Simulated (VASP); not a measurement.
Data:

```
CELL_PARAMETERS angstrom
      4.09891     0.00000     0.00000
      0.00000     4.09891     0.00000
      0.00000     0.00000     5.78053
ATOMIC_POSITIONS crystal
  Mg 0.50000 0.00000 0.73702
  Mg 0.00000 0.50000 0.26298
  Se 0.50000 0.50000 0.00000
  S  0.00000 0.00000 0.50000
```

Method: PBEsol GGA, VASP's PBE PAW potentials (set 64) (plane waves; VASP). Run with 400 eV cut-off, 7×7×5 Γ-centred mesh, Gaussian smearing of 0.010 eV, potentials Mg Se S.

Task: The job: Mg₂SeS (space group P-4m2), 4 atoms, PBEsol, optics run with many empty bands, 400 eV, 7×7×5 Γ-centred mesh. Roughly how much core time does it take on a busy server core?

Result: About 2 core-minutes (one run on a shared machine, a rough figure). It had 30 irreducible k-points, 36 bands, up to 1787 plane waves and 14 electronic steps.

The structure comes from a computed database's Mg2SeS entry (P-4m2); how it stands against other phases isn't given here. It was relaxed first.
